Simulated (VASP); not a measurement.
A run of VASP 6.6.1 is set up as follows.

File INCAR:

```
SYSTEM = NaBI
PREC     = Accurate       ! precision mode
ENCUT    = 520            ! plane-wave cutoff, eV
EDIFF    = 1E-6           ! SCF threshold, eV
ISMEAR   = 0              ! smearing method
SIGMA    = 0.05           ! smearing width, eV
LREAL    = .False.        ! projectors in reciprocal space
LASPH    = .True.         ! aspherical terms in the spheres
NELM     = 80             ! most SCF steps
ALGO     = Fast           ! electronic algorithm
ISIF     = 2              ! what is computed and relaxed
LWAVE    = .False.        ! write WAVECAR
LCHARG   = .False.        ! write CHGCAR
GGA      = CA             ! functional
IBRION   = 2              ! ionic algorithm
NSW      = 40             ! ionic steps
EDIFFG   = -0.005         ! ionic threshold
```

File KPOINTS:

```
regular mesh
0
Gamma
  10 10 10
  0 0 0
```

The input POSCAR:

```
NaBI
1.0
   -1.4500564000      2.6482671000      2.8504383200
    1.4500564000     -2.6482671000      2.8504383200
    1.4500564000      2.6482671000     -2.8504383200
Na B I
1 1 1
Direct
    0.5000000000      0.0000000000      0.5000000000
    0.5000000000      0.5000000000      0.0000000000
    0.0000000000      0.0000000000      0.0000000000
```

Potentials or basis: VASP PAW LDA potentials, release 64 (Na_pv, B, I).

Launch:

```bash
$ cat potpaw_LDA.64/Na_pv/POTCAR potpaw_LDA.64/B/POTCAR potpaw_LDA.64/I/POTCAR > POTCAR
$ mpirun -np 1 vasp_std > vasp.out
```

(1) What does it give for the band gap on the k mesh?

## Answers

(1) none (metal or under the smearing width).

Caveat: the relaxation stopped at its first step, so nothing moved; an odd number of electrons without spin polarisation forces a metal; a magnetic or distorted state may lie lower.
